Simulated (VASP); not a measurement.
Computed with optB86b-vdW, VASP's PBE PAW potentials (set 64) (plane waves; VASP).

VASP input:

POSCAR:
```
AuZn
1.0
  3.2204442424   0.0000000000   0.0000000000
  0.0000000000   3.2204442424   0.0000000000
  0.0000000000   0.0000000000   3.2204442424
Zn Au
1 1
Cartesian
  1.6102221212   1.6102221212   1.6102221212
  0.0000000000   0.0000000000   0.0000000000
```

INCAR:
```
! general
SYSTEM    =  AuZn
PREC      =  Accurate
ENCUT     =  520
LREAL     =  .FALSE.
LASPH     =  .TRUE.   ! aspherical one-centre terms

! electronic loop
EDIFF     =  1E-7
NELM      =  100   ! most electronic steps
ALGO      =  Normal
LMAXMIX   =  6   ! l cut-off of mixed one-centre charges

! smearing
ISMEAR    =  1   ! Methfessel-Paxton
SIGMA     =  0.1   ! width (eV)

! functional
GGA       =  MK
LUSE_VDW  =  .TRUE.
AGGAC     =  0.0
PARAM1    =  0.1234
PARAM2    =  1.0

! ions
ISIF      =  2   ! forces and stress, cell fixed

! output
LWAVE     =  .FALSE.
LCHARG    =  .FALSE.
```

File KPOINTS:
```
Automatic mesh
0
Gamma
12 12 12
0 0 0
```

POTCAR, in this order: Zn Au (PBE.64 set). Program: vasp_std.

Unless said otherwise, spin-orbit coupling is left out, though it shifts the bands of the heavy elements here.

**Question.** What does the run give for the energy per atom (σ→0), pressure, band gap (on the k-mesh)?

**Answer.** 
| Property | Result |
|---|---|
| energy per atom (σ→0) | 0.369 eV/atom |
| band gap (on the k-mesh) | none (metal, semimetal or under 0.01 eV) |
| pressure | -6.31 GPa |

OSZICAR:
```
...
DAV:   6     0.707776462592E+00    0.41489E+00   -0.15626E+00  2548   0.147E+01    0.459E+00
DAV:   7     0.729305875835E+00    0.21529E-01   -0.30654E-02  3388   0.378E+00    0.254E+00
DAV:   8     0.737305587788E+00    0.79997E-02   -0.10845E-02  2983   0.127E+00    0.151E-01
DAV:   9     0.737255814723E+00   -0.49773E-04   -0.40609E-04  2716   0.220E-01    0.759E-02
DAV:  10     0.737238793519E+00   -0.17021E-04   -0.53071E-05  3032   0.118E-01    0.148E-02
DAV:  11     0.737238416635E+00   -0.37688E-06   -0.12187E-05  2912   0.818E-02    0.434E-03
DAV:  12     0.737238456421E+00    0.39786E-07   -0.28216E-07  2721   0.118E-02
   1 F= 0.73723846E+00 E0= 0.73765969E+00  d E =-.126371E-02
```

The compound is AuZn in the CsCl type structure. This cell is one point of a volume scan, at 1.06 of the reference volume. The electron count is odd and the run is not spin-polarised, which forces a metal.
